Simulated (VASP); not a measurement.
Input:

```xyz
8
Lattice="1.5470 -2.6795 0.0000 1.5470 2.6795 0.0000 0.0000 0.0000 10.1280" Properties=species:S:1:pos:R:3 pbc="T T T"
Si     0.0000     0.0000     0.0032
Si     0.0000     0.0000     5.0672
Si     1.5470    -0.8932     7.5988
Si     1.5470     0.8932     2.5348
C      0.0000     0.0000     8.2326
C      0.0000     0.0000     3.1686
C      1.5470    -0.8932     5.6937
C      1.5470     0.8932     0.6297
```

These are PBE GGA, VASP's PBE PAW potentials (set 64) (plane waves; VASP) values and carry that method's errors. Numerical set-up: 520 eV cut-off, 10×10×3 Γ-centred mesh, Gaussian smearing of 0.010 eV, potentials Si C.

**Question.** Predict the energy per atom (σ→0).

**Answer.** 
| Quantity | Value |
|---|---|
| energy per atom (σ→0) | -7.531 eV/atom |

Total energies compare only between runs with the same potentials, cut-off and functional.

The compound is SiC in the 4h structure. It was relaxed first.
